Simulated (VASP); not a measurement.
Calculation: r2SCAN meta-GGA, VASP's PBE PAW potentials (set 64) (plane waves; VASP).

VASP ran on this input.

**INCAR**
```
! general
SYSTEM  = Pt
PREC    = Accurate
ENCUT   = 400
LREAL   = .FALSE.   ! projection in real space or not
LASPH   = .TRUE.   ! aspherical one-centre terms

! electronic loop
EDIFF   = 1E-6   ! SCF stop (eV)
NELM    = 100
ALGO    = Normal
LMAXMIX = 6
LMIXTAU = .TRUE.

! smearing
ISMEAR  = 1   ! Methfessel-Paxton
SIGMA   = 0.1   ! width (eV)

! functional
METAGGA = R2SCAN

! ions
IBRION  = 2   ! conjugate gradients
NSW     = 60   ! most ionic steps
ISIF    = 3
EDIFFG  = -0.01

! output
LWAVE   = .FALSE.
LCHARG  = .FALSE.
```

### POSCAR
```
Pt
1
   -1.5705586977     1.5705586977     1.5705586977
    1.5705586977    -1.5705586977     1.5705586977
    1.5705586977     1.5705586977    -1.5705586977
Pt
1
Direct
  0.0000000000   0.0000000000   0.0000000000
```

File KPOINTS:
```
Automatic mesh
0
Gamma
15 15 15
0 0 0
```

POTCAR, in this order: Pt (PBE.64 set). Program: vasp_std.

The resulting files:

OUTCAR:
```
 ion  position               nearest neighbor table
   1  0.000  0.000  0.000-
  LATTYP: Found a body centered cubic cell.
 ALAT       =     3.1411173954
 Subroutine PRICEL returns:
 Original cell was already a primitive cell.
 Subroutine GETGRP returns: Found 48 space group operations
The static configuration has the point symmetry O_h .
The dynamic configuration has the point symmetry O_h .
 Subroutine INISYM returns: Found 48 space group operations
 Subroutine IBZKPT returns following result:
 Found    120 irreducible k-points:

 Following reciprocal coordinates:
            Coordinates               Weight
  0.000000  0.000000  0.000000      1.000000
  0.066667  0.000000  0.000000     12.000000
  0.133333  0.000000  0.000000     12.000000
  0.200000  0.000000  0.000000     12.000000
  0.266667  0.000000  0.000000     12.000000
  0.333333  0.000000  0.000000     12.000000
  0.400000  0.000000  0.000000     12.000000
  0.466667  0.000000  0.000000     12.000000
  0.066667  0.066667  0.000000     24.000000
  0.133333  0.066667 -0.000000     48.000000
...
```

OSZICAR:
```
       N       E                     dE             d eps       ncg     rms          rms(c)
DAV:   1    -0.225187175770E+02   -0.22519E+02   -0.48297E+03  2488   0.841E+02
DAV:   2    -0.543993865396E+02   -0.31881E+02   -0.30113E+02  2326   0.162E+02
DAV:   3    -0.546969886041E+02   -0.29760E+00   -0.29756E+00  2433   0.154E+01
DAV:   4    -0.546982080053E+02   -0.12194E-02   -0.12194E-02  2341   0.106E+00
DAV:   5    -0.546982181329E+02   -0.10128E-04   -0.10126E-04  2381   0.930E-02    0.120E+01
DAV:   6    -0.509786853608E+02    0.37195E+01   -0.36511E+00  2173   0.161E+01    0.589E+00
DAV:   7    -0.512891058620E+02   -0.31042E+00   -0.60564E-01  2170   0.438E+00    0.429E+00
DAV:   8    -0.513920701682E+02   -0.10296E+00   -0.35307E-01  2180   0.377E+00    0.950E-01
DAV:   9    -0.514146620908E+02   -0.22592E-01   -0.41665E-02  2190   0.143E+00    0.210E-01
DAV:  10    -0.514194019907E+02   -0.47399E-02   -0.34273E-03  2200   0.416E-01    0.274E-02
DAV:  11    -0.514188253645E+02    0.57663E-03   -0.11394E-03  2238   0.220E-01    0.913E-02
DAV:  12    -0.514195171515E+02   -0.69179E-03   -0.53464E-04  2184   0.141E-01    0.651E-03
DAV:  13    -0.514195291304E+02   -0.11979E-04   -0.17066E-05  2274   0.325E-02    0.230E-03
DAV:  14    -0.514195289074E+02    0.22299E-06   -0.14441E-06  1337   0.941E-03
   1 F= -.51419529E+02 E0= -.51419558E+02  d E =-.514195E+02
```

OUTCAR:
```
------------------------ aborting loop because EDIFF is reached ----------------------------------------
  FORCE on cell =-STRESS in cart. coord.  units (eV):
  Direction    XX          YY          ZZ          XY          YZ          ZX
  --------------------------------------------------------------------------------------
  Total        0.0093846      0.0093846      0.0093846      0.0000000     -0.0000000      0.0000000
  in kB        0.9702966      0.9702966      0.9702966      0.0000000     -0.0000000      0.0000000
  external PRESSURE =       0.9702966 kB  Pullay stress =       0.0000000 kB
  volume of cell :       15.50
      direct lattice vectors                 reciprocal lattice vectors
    -1.570558698  1.570558698  1.570558698     0.000000000  0.318358047  0.318358047
     1.570558698 -1.570558698  1.570558698     0.318358047  0.000000000  0.318358047
     1.570558698  1.570558698 -1.570558698     0.318358047  0.318358047  0.000000000
 POSITION                                       TOTAL-FORCE (eV/Angst)
 -----------------------------------------------------------------------------------
      0.00000      0.00000      0.00000         0.000000      0.000000      0.000000
 -----------------------------------------------------------------------------------
    total drift:                                0.000000      0.000000      0.000000
  FREE ENERGIE OF THE ION-ELECTRON SYSTEM (eV)
  ---------------------------------------------------
  free  energy   TOTEN  =       -51.4195289074 eV

  energy  without entropy=      -51.4196148934  energy(sigma->0) =      -51.41955757

 reached required accuracy - stopping structural energy minimisation
```
(Selected blocks of OUTCAR.)

**OUTCAR**
```
 val. band max:       10.3061560665   @ k =  -0.4000   0.4000   0.3333

 cond. band min:      10.3384958644   @ k =   0.4667   0.0667  -0.0000


 Fermi energy:        10.3383338505

 k-point     1 :       0.0000    0.0000    0.0000
  band No.  band energies     occupation
      1       0.3617      2.00000
      2       6.5871      2.00000
      3       6.5871      2.00000
      4       6.5871      2.00000
      5       9.1613      2.00000
      6       9.1613      2.00000
      7      28.3936      0.00000
      8      28.3936      0.00000
      9      28.3936      0.00000

 k-point     2 :       0.0667    0.0000    0.0000
  band No.  band energies     occupation
      1       0.5538      2.00000
      2       6.5119      2.00000
      3       6.5878      2.00000
      4       6.7423      2.00000
      5       9.0652      2.00000
      6       9.1662      2.00000
      7      28.4825      0.00000
      8      28.5464      0.00000
      9      28.6751      0.00000

 k-point     3 :       0.1333    0.0000    0.0000
  band No.  band energies     occupation
      1       1.1049      2.00000
      2       6.3048      2.00000
      3       6.5754      2.00000
      4       7.1971      2.00000
      5       8.8591      2.00000
      6       9.1838      2.00000
      7      28.5580      0.00000
      8      28.6358      0.00000
      9      29.4904      0.00000

 k-point     4 :       0.2000    0.0000    0.0000
  band No.  band energies     occupation
      1       1.9202      2.00000
      2       6.0141      2.00000
      3       6.5599      2.00000
      4       7.9188      2.00000
      5       8.7181      2.00000
      6       9.2216      2.00000
      7      27.5224      0.00000
      8      28.0966      0.00000
      9      30.7580      0.00000

 k-point     5 :       0.2667    0.0000    0.0000
  band No.  band energies     occupation
      1       2.7623      2.00000
      2       5.6991      2.00000
      3       6.7416      2.00000
...
```

Unless said otherwise, spin-orbit coupling is left out, though it shifts the bands of the heavy elements here.

The structure was generated: Pt was put into the bcc type (Im-3m), which need not be its known phase. It was relaxed first. The start is the result of an earlier pass.
